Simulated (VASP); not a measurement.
OSZICAR of a VASP run on FePt (L1_0):

File OSZICAR:
```
       N       E                     dE             d eps       ncg     rms          rms(c)
DAV:   1     0.279989928966E+02    0.27999E+02   -0.76948E+03  8784   0.112E+03
DAV:   2    -0.687659920098E+02   -0.96765E+02   -0.86258E+02  8610   0.239E+02
DAV:   3    -0.715362769522E+02   -0.27703E+01   -0.27242E+01 10627   0.500E+01
DAV:   4    -0.715660279639E+02   -0.29751E-01   -0.29740E-01  9639   0.445E+00
DAV:   5    -0.715669176728E+02   -0.88971E-03   -0.88969E-03 11254   0.861E-01    0.188E+01
DAV:   6    -0.691409327842E+02    0.24260E+01   -0.24577E+01  9650   0.108E+02    0.275E+01
DAV:   7    -0.666119275934E+02    0.25290E+01   -0.98133E+00 10677   0.857E+01    0.923E+00
DAV:   8    -0.665068716320E+02    0.10506E+00   -0.57758E-01 10684   0.117E+01    0.384E+00
DAV:   9    -0.665505857838E+02   -0.43714E-01   -0.19075E-01  9488   0.689E+00    0.272E+00
DAV:  10    -0.665429165131E+02    0.76693E-02   -0.11264E-01 11695   0.824E+00    0.120E+00
DAV:  11    -0.665395185743E+02    0.33979E-02   -0.17610E-02 11606   0.325E+00    0.344E-01
DAV:  12    -0.665401623531E+02   -0.64378E-03   -0.15489E-03 10790   0.534E-01    0.142E-01
DAV:  13    -0.665403588237E+02   -0.19647E-03   -0.13943E-04 11234   0.185E-01    0.575E-02
DAV:  14    -0.665403697126E+02   -0.10889E-04   -0.46384E-05  9900   0.761E-02    0.195E-02
DAV:  15    -0.665403702391E+02   -0.52646E-06   -0.70019E-06 10019   0.388E-02
   1 F= -.66540370E+02 E0= -.66540498E+02  d E =-.665404E+02  mag=     3.5488
       N       E                     dE             d eps       ncg     rms          rms(c)
DAV:   1    -0.667474931268E+02   -0.20712E+00   -0.39499E+00  8519   0.281E+01    0.347E+00
DAV:   2    -0.665232886347E+02    0.22420E+00   -0.56593E-01 10073   0.897E+00    0.229E+00
DAV:   3    -0.665346672003E+02   -0.11379E-01   -0.17883E-02  9660   0.231E+00    0.104E+00
DAV:   4    -0.665336251706E+02    0.10420E-02   -0.47396E-03 11097   0.144E+00    0.583E-01
DAV:   5    -0.665333942063E+02    0.23096E-03   -0.19091E-03 11571   0.124E+00    0.364E-01
DAV:   6    -0.665330293840E+02    0.36482E-03   -0.10699E-03  9380   0.598E-01    0.577E-02
DAV:   7    -0.665330741886E+02   -0.44805E-04   -0.64898E-05 10953   0.839E-02    0.216E-02
DAV:   8    -0.665330844176E+02   -0.10229E-04   -0.13484E-05 11184   0.709E-02    0.197E-02
DAV:   9    -0.665330878174E+02   -0.33999E-05   -0.46162E-06  9907   0.520E-02    0.397E-03
DAV:  10    -0.665330884576E+02   -0.64019E-06   -0.56454E-07  4842   0.864E-03
   2 F= -.66533088E+02 E0= -.66533044E+02  d E =0.728178E-02  mag=     3.5941
       N       E                     dE             d eps       ncg     rms          rms(c)
DAV:   1    -0.666320883236E+02   -0.99001E-01   -0.15966E+00  8505   0.176E+01    0.229E+00
DAV:   2    -0.665404361893E+02    0.91652E-01   -0.23113E-01 10143   0.545E+00    0.146E+00
DAV:   3    -0.665460945135E+02   -0.56583E-02   -0.18980E-02 10755   0.328E+00    0.689E-01
DAV:   4    -0.665446133798E+02    0.14811E-02   -0.11936E-02 10545   0.294E+00    0.627E-01
DAV:   5    -0.665439395630E+02    0.67382E-03   -0.12647E-03 11032   0.973E-01    0.250E-01
DAV:   6    -0.665438443696E+02    0.95193E-04   -0.54206E-04 12299   0.350E-01    0.387E-02
DAV:   7    -0.665438578995E+02   -0.13530E-04   -0.54796E-05 11620   0.142E-01    0.183E-02
DAV:   8    -0.665438599782E+02   -0.20787E-05   -0.31042E-06  8994   0.185E-02    0.139E-02
DAV:   9    -0.665438595227E+02    0.45550E-06   -0.31787E-06  7799   0.404E-02
   3 F= -.66543860E+02 E0= -.66543878E+02  d E =-.348928E-02  mag=     3.5649
       N       E                     dE             d eps       ncg     rms          rms(c)
DAV:   1    -0.665438839442E+02   -0.23966E-04   -0.48261E-04  8568   0.299E-01    0.398E-02
DAV:   2    -0.665438541917E+02    0.29752E-04   -0.72786E-05 10213   0.973E-02    0.269E-02
DAV:   3    -0.665438560927E+02   -0.19009E-05   -0.65405E-06  9999   0.619E-02    0.126E-02
DAV:   4    -0.665438550627E+02    0.10300E-05   -0.34665E-06  7255   0.513E-02    0.113E-02
DAV:   5    -0.665438548709E+02    0.19179E-06   -0.40587E-07  4326   0.179E-02
   4 F= -.66543855E+02 E0= -.66543870E+02  d E =-.348463E-02  mag=     3.5653
       N       E                     dE             d eps       ncg     rms          rms(c)
DAV:   1    -0.665440459050E+02   -0.19084E-03   -0.38148E-03  8883   0.805E-01    0.105E-01
DAV:   2    -0.665438558771E+02    0.19003E-03   -0.58525E-04 10445   0.269E-01    0.776E-02
DAV:   3    -0.665438676787E+02   -0.11802E-04   -0.14551E-04 10982   0.326E-01    0.533E-02
DAV:   4    -0.665438565205E+02    0.11158E-04   -0.46307E-05 10406   0.191E-01    0.304E-02
DAV:   5    -0.665438560336E+02    0.48695E-06   -0.15662E-06  5545   0.258E-02
   5 F= -.66543856E+02 E0= -.66543872E+02  d E =-.116269E-05  mag=     3.5651
       N       E                     dE             d eps       ncg     rms          rms(c)
DAV:   1    -0.665439009279E+02   -0.44407E-04   -0.71162E-04  8848   0.354E-01    0.454E-02
DAV:   2    -0.665438618749E+02    0.39053E-04   -0.11284E-04 10473   0.118E-01    0.332E-02
DAV:   3    -0.665438653465E+02   -0.34716E-05   -0.28047E-05 10969   0.143E-01    0.239E-02
DAV:   4    -0.665438620032E+02    0.33433E-05   -0.89021E-06 10216   0.836E-02    0.132E-02
DAV:   5    -0.665438617600E+02    0.24317E-06   -0.28115E-07  4291   0.108E-02
   6 F= -.66543862E+02 E0= -.66543878E+02  d E =-.688913E-05  mag=     3.5650
```

Q: Which electronic solver shows in the log?

A: It is blocked Davidson (ALGO = Normal, or the opening steps of other solvers). The INCAR had ALGO = Normal.

Q: How was spin treated?

A: Collinear spin (ISPIN = 2): the summary line carries one mag value, 3.56 μB in the cell.

Q: Can the final energy be trusted as converged?

A: Self-consistency was reached. It stopped with EDIFF = 1E-6, NELM = 100, NSW = 60 and EDIFFG = -0.01 after 6 ionic steps (r2SCAN meta-GGA, plane waves, VASP's PBE PAW potentials (set 64)).

The compound is FePt in the L1_0 structure. This run relaxes it. Symmetry was kept, so distortions that lower it aren't found.
